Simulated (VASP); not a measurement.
All values below come from PBE GGA, VASP's PBE PAW potentials (set 64) (plane waves; VASP 6.6.1).

Input for VASP

File KPOINTS:
```
kpoints
0
G
 11 11 11
0 0 0
```

INCAR:
```
# general
SYSTEM   =  ZnCu
PREC     =  Accurate
ENCUT    =  600
LREAL    =  .FALSE.
LASPH    =  .TRUE.

# electronic loop
EDIFF    =  1E-6
NELM     =  100
ALGO     =  Normal
LMAXMIX  =  4

# smearing
ISMEAR   =  -1
SIGMA    =  0.1

# functional
GGA      =  PE

# ions
ISIF     =  2

# output
LWAVE    =  .FALSE.
LCHARG   =  .FALSE.
```

File POSCAR:
```
ZnCu
1
    2.8562980000     0.0000000000     0.0000000000
    0.0000000000     2.8562980000     0.0000000000
    0.0000000000     0.0000000000     2.8562980000
Zn Cu
1 1
Direct
  0.5000000000   0.5000000000   0.5000000000
  0.0000000000   0.0000000000   0.0000000000
```

POTCAR, in this order: Zn Cu (PBE.64 set). Program: vasp_std.

**Question.** What will the output report for the number of irreducible k-points (NKPTS), largest plane-wave count, number of space-group operations, FFT grid (NGX, NGY, NGZ)?

**Answer.** 
```
Item                                           Value
--------------------------------------  ------------
number of irreducible k-points (NKPTS)            56
largest plane-wave count                         792
number of space-group operations                  48
FFT grid (NGX, NGY, NGZ)                24 × 24 × 24
```

The structure comes from a computed database's ZnCu entry; how it stands against other phases isn't given here. The cell was not relaxed at this level. The run is one of a series of settings (ENCUT = 600 against the base run), some of them coarse on purpose. The electron count is odd and the run is not spin-polarised, which forces a metal.
